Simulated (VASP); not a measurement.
## HgSe: energy against volume

HgSe (zinc blende, F-43m, 28.982 Å³/atom and stress up to 0.04 GPa in the relaxed cell, cube axes along x, y and z) under an equal strain ε along all three axes. PBEsol in VASP (plane waves, PAW), 480 eV, 10×10×10 Γ-centred mesh, Methfessel-Paxton smearing 0.10 eV; ions are relaxed, or left where forces stay under 0.02 eV/Å, within the symmetry of each cell.

Here V stands for volume and E for E less E0.

| volume (Å³/atom) | E less E0 (meV/atom) | pressure (GPa) |
|---|---|---|
| 27.2780 | 19.07 | 3.70 |
| 27.6977 | 10.66 | 2.67 |
| 28.1216 | 4.78 | 1.72 |
| 28.5498 | 1.27 | 0.84 |
| 28.9824 | 0.00 | 0.04 |
| 29.4193 | 0.84 | -0.71 |
| 29.8606 | 3.65 | -1.39 |
| 30.3063 | 8.33 | -2.02 |
| 30.7564 | 14.77 | -2.60 |
| 31.6699 | ? | ? |

Taking the third-order Birch-Murnaghan form, a cubic in V^(-2/3) for E over the 9 complete rows: With u = V^(-2/3) - 0.1060, the rows have u = 0.0043549, 0.0032373, 0.0021368, 0.0010528, -0.0000152, -0.0010671, -0.0021035, -0.0031246, -0.0041308. Least squares gives E = 0.003 + 213.9·u + 936113·u² + 4612390·u³. Residuals (row less fit): 0.001, -0.003, 0.001, -0.001, 0.000, 0.005, -0.002, -0.003, 0.002; standard error 0.003 (degrees of freedom: 5). Its minimum lies at u = -0.0001143, so V0 = (0.1058857)^(-3/2) = 29.02. There d²E/du² = 1869000 and d³E/du³ = 2.767e7, so B0 = (4/9) × 29.02^(-7/3) × 1869000 × 0.160218 = 51.4 GPa (the last factor turns the table's units into GPa), and B0' = 4 + (2/3) × 0.1058857 × (2.767e7)/1869000 = 5.0. B0' rests on the cubic coefficient alone and has a standard error of 0.1 from these residuals.

### Question
Estimate the missing E (V = 31.6699); what did the run itself give?

### Answer
u = -0.0060992, so E = 0.003 + 213.9 × (-0.0060992) + 936113 × (-0.0060992)² + 4612390 × (-0.0060992)³ = 32.475 meV/atom. The calculation gives 32.44 meV/atom, 0.035 meV/atom below the prediction (0.1 % of the range of E in the table). The row lies outside the fitted rows, so this is an extrapolation. The scatter of the fitted rows lies at the last printed digit.

This level leaves no gap over 0.05 eV at strain -2.00, -1.50, -1.00, -0.50, 0.00, 0.50, 1.00, 1.50, 2.00, 3.00 %. Spin-orbit coupling is left out, which can shift these values for the heavy elements here. Other structures, which can take over under pressure, weren't tried. The same form fitted to the pressure column gives B0' = 5.1; series where the two differ by over 0.4 aren't shown. Rows are the converged runs of the series near zero and its far end, less any whose ions stayed unrelaxed beside relaxed ones; series whose fitted rows scatter by over a few per cent of the range, as at a crossing or softening among them, aren't shown in this form.
